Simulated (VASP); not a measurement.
```yaml
crystal:
  lattice:
    - [2.23154, -3.82558, 0.00000]
    - [2.23154, 3.82558, 0.00000]
    - [0.00000, 0.00000, 4.58739]
  atoms:
    - { symbol: Ga, position: [0.65570, 0.34430, 0.41540] }
    - { symbol: Ga, position: [0.34430, 0.65570, 0.58460] }
    - { symbol: Ga, position: [0.84430, 0.15570, 0.91540] }
    - { symbol: Ga, position: [0.15570, 0.84430, 0.08460] }
```

Computed with PBE GGA, VASP's PBE PAW potentials (set 64) (plane waves; VASP). Run with 300 eV cut-off, 6×6×5 Γ-centred mesh, Fermi-Dirac smearing of 0.14 eV, potentials Ga_d.

At this cut-off the stress carries a Pulay error, which pulls relaxed volumes low.

### Question
Give the stress tensor in GPa (positive for a compressed cell).

### Answer

```
2.81  0.00  0.00
0.00  1.71  0.00
0.00  0.00  1.25
```
The pressure is its mean diagonal, 1.92 GPa.

The structure comes from a computed database's Ga entry; how it stands against other phases isn't given here. The cell was not relaxed at this level.
